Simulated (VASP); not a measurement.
An input for Ansatz (written as the equivalent of a VASP run, and not itself run):

Ansatz 0.2 input:
```yaml
crystal:
  lattice:
    - [3.3722947, 0.0000000, 0.0000000]
    - [-1.6861473, 2.9204927, 0.0000000]
    - [0.0000000, 0.0000000, 6.4442269]
  atoms:
    - { symbol: Sn, position: [0.0000000, 0.0000000, 0.0000000] }
    - { symbol: Sn, position: [0.0000000, 0.0000000, 0.5000000] }
    - { symbol: O, position: [0.3333330, 0.6666670, 0.2500000] }
    - { symbol: O, position: [0.6666670, 0.3333330, 0.7500000] }
kpoints:
  mp_grid: { grid: [9, 9, 5] }
hamiltonian:
  xc: pbesol
  pseudopotentials: { kind: paw }
scf:
  occupations: { method: methfessel_paxton, width: 0.1 }
  max_iter: 100
relax:
  max_steps: 60
  f_tol: 0.02
  cell: {}
output: { forces: true, stress: true, eigenvalues: true }
```

**Question.** Translate this input to VASP (INCAR, KPOINTS, POSCAR, choice of POTCAR).

**Answer.** Several could match; the one computed here: 
**INCAR**
```
LREAL=.FALSE.   ! projection in real space or not
EDIFF=1E-6
GGA=PS
ISMEAR=1   ! Methfessel-Paxton
PREC=Accurate
NELM=100   ! most electronic steps
SYSTEM=SnO
ISIF=3
ENCUT=520   ! plane-wave cut-off (eV)
IBRION=2
NSW=60
LASPH=.TRUE.   ! aspherical one-centre terms
EDIFFG=-0.02
LCHARG=.FALSE.
SIGMA=0.1   ! width (eV)
LWAVE=.FALSE.
LMAXMIX=4
ALGO=Normal
```

**POSCAR**
```
SnO
1.0
  3.3722946885   0.0000000000   0.0000000000
 -1.6861473442   2.9204927216   0.0000000000
  0.0000000000   0.0000000000   6.4442268515
Sn O
2 2
Direct
  0.0000000000   0.0000000000   0.0000000000
  0.0000000000   0.0000000000   0.5000000000
  0.3333330000   0.6666670000   0.2500000000
  0.6666670000   0.3333330000   0.7500000000
```

### KPOINTS
```
kpoints
0
Gamma
  9 9 5
```

POTCAR, in this order: Sn_d O (PBE.64 set). Program: vasp_std.

What does not carry over: each code has its own PAW files, so the cut-off isn't converted (ENCUT is set for VASP's; basis.ecutwfc is left out, and Ansatz then takes the one that its files recommend); Ansatz stops its SCF on the density residual and VASP on the energy change (EDIFF).

The structure was generated: SnO was put into the NiAs type type (P6_3/mmc), which need not be its known phase. It was relaxed first, which changed the volume by +51 %. The start is the result of an earlier pass.
